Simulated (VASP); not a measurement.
A run of VASP 6.6.1 is set up as follows.

Contents of INCAR:

```
SYSTEM = BiB
PREC     = Accurate       ! precision mode
ENCUT    = 520            ! plane-wave cutoff, eV
EDIFF    = 1E-6           ! SCF threshold, eV
ISMEAR   = -1             ! smearing method
SIGMA    = 0.02           ! smearing width, eV
LREAL    = .False.        ! projectors in reciprocal space
LASPH    = .True.         ! aspherical terms in the spheres
NELM     = 100            ! most SCF steps
ALGO     = Fast           ! electronic algorithm
ISIF     = 2              ! what is computed and relaxed
LWAVE    = .False.        ! write WAVECAR
LCHARG   = .False.        ! write CHGCAR
GGA      = PE             ! functional
NBANDS   = 16             ! bands
```

KPOINTS

```
Automatic mesh
0
Gamma
  8 8 8
  0 0 0
```

Contents of POSCAR:

```
BiB
1.0
    0.0000000000      2.7448744688      2.7091911007
    2.7448744688      0.0000000000      2.7091911007
    2.7448744688      2.7448744688      0.0000000000
B Bi
1 1
Direct
    0.0000000000      0.0000000000      0.0000000000
    0.2500000000      0.2500000000      0.2500000000
```

Potentials or basis: VASP PAW PBE potentials, release 64 (B, Bi_d).

Launch:

```bash
$ cat potpaw_PBE.64/B/POTCAR potpaw_PBE.64/Bi_d/POTCAR > POTCAR
$ mpirun -np 1 vasp_std > vasp.out
```

**Question.** What does it give for the band gap on the k mesh?

**Answer.** 0.31 eV, direct.

**Question.** What does it give for the pressure?

**Answer.** 2.3 GPa.

Stress tensor (GPa, compression positive):
```
1.93 0.00 0.00
0.00 1.93 0.00
0.00 0.00 3.13
```

Caveat: spin-orbit coupling is left out, which as a rule narrows the gap of such compounds by several tenths of an eV. A k mesh can miss the band edges.
